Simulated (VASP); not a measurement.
```
Si
1.0
    3.86684     0.00000     0.00000
   -1.93342     3.34878     0.00000
    0.00000     0.00000    30.88999
Si
10
Direct
  0.00000   0.00000   0.30812
  0.33333   0.66667   0.28764
  0.66667   0.33333   0.41041
  0.00000   0.00000   0.38541
  0.33333   0.66667   0.51270
  0.66667   0.33333   0.48730
  0.00000   0.00000   0.61459
  0.33333   0.66667   0.58959
  0.66667   0.33333   0.71236
  0.00000   0.00000   0.69188
```

Method: PBE GGA, VASP's PBE PAW potentials (set 64) (plane waves; VASP). Numerical set-up: PREC = Normal, 400 eV cut-off, 8×8×1 Γ-centred mesh, first-order Methfessel-Paxton smearing of 0.10 eV, potentials Si.

**Question.** Estimate the energy per atom (σ→0), band gap (on the k-mesh) with the smallest direct gap where there is one.

**Answer.** 
```json
{
  "band gap (on the k-mesh)": "none (metal, semimetal or under 0.01 eV)",
  "energy per atom (σ→0)": "-5169 meV/atom"
}
```

The absolute energy has meaning only against runs of the same code, potentials and settings.

The cell is a thin slab with vacuum, built from Si (diamond): (111) face.
